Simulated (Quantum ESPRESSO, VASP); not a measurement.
Given: the input of a run of Quantum ESPRESSO 7.5 on Pt2SeS. The cell comes from a database or a generator and needn't be the stable form of this composition.

The input pw.in:

```
&CONTROL
  calculation = 'scf'
  prefix = 'pwscf'
  outdir = './tmp'
  pseudo_dir = './pseudo'
  tprnfor = .true.
  tstress = .true.
  disk_io = 'nowf'
/
&SYSTEM
  ibrav = 0
  nat = 4
  ntyp = 3
  ecutwfc = 55
  ecutrho = 440
  nbnd = 31
  occupations = 'smearing'
  smearing = 'fd'
  degauss = 0.00367493
/
&ELECTRONS
  conv_thr = 8d-10
  electron_maxstep = 120
  mixing_beta = 0.5
/
ATOMIC_SPECIES
Pt   195.0840 pt_pbe_v1.4.uspp.F.UPF
Se    78.9710 Se_pbe_v1.uspp.F.UPF
S     32.0600 s_pbe_v1.4.uspp.F.UPF
CELL_PARAMETERS angstrom
   4.3664598500    0.0000000000    0.0000000000
  -2.1832299200    3.7814651500    0.0000000000
   0.0000000000    0.0000000000    5.0205766600
ATOMIC_POSITIONS crystal
Pt     0.3333333300    0.6666666700    0.5000000000
Pt     0.6666666700    0.3333333300    0.5000000000
Se     0.0000000000    0.0000000000    0.5000000000
S      0.0000000000    0.0000000000    0.0000000000
K_POINTS automatic
7 7 6 0 0 0
```

Potentials or basis: SSSP 1.3 efficiency PBE.

Run with:

```sh
$ OMP_NUM_THREADS=1 pw.x -in pw.in > pw.out
```

Question: Set up the same calculation for VASP 6.6.1. Potentials or basis there: PBE PAW files Pt, S, Se, 520 eV.

Answer: As run (cutoffs and basis follow the program's own potentials, and thresholds, step limits or extra output files can differ):

File INCAR:

```
  PREC = Accurate
  ENCUT = 520
  EDIFF = 1E-7
  ISMEAR = -1
  SIGMA = 0.05
  LREAL = F
  LASPH = T
  NELM = 100
  ALGO = Normal
  ISIF = 2
  LWAVE = F
  LCHARG = F
  GGA = PE
  NBANDS = 24
```

KPOINTS

```
regular mesh
0
Gamma
  7 7 6
```

POSCAR

```
Pt2SeS
1.0
    4.3664598500      0.0000000000      0.0000000000
   -2.1832299200      3.7814651500      0.0000000000
    0.0000000000      0.0000000000      5.0205766600
Pt Se S
2 1 1
Direct
    0.3333333300      0.6666666700      0.5000000000
    0.6666666700      0.3333333300      0.5000000000
    0.0000000000      0.0000000000      0.5000000000
    0.0000000000      0.0000000000      0.0000000000
```

Potentials or basis: VASP PAW PBE potentials, release 64 (Pt, Se, S).

Command:

```console
$ cat potpaw_PBE.64/Pt/POTCAR potpaw_PBE.64/Se/POTCAR potpaw_PBE.64/S/POTCAR > POTCAR
$ mpirun -np 1 vasp_std > vasp.out
```

Both were run:

|  | Quantum ESPRESSO | VASP |
| --- | --- | --- |
| Pressure | 14.1 GPa | 14.3 GPa |

The potentials hold 44 and 32 valence electrons a cell.

The cell lies far from this level's equilibrium.

Pressure is positive in compression.
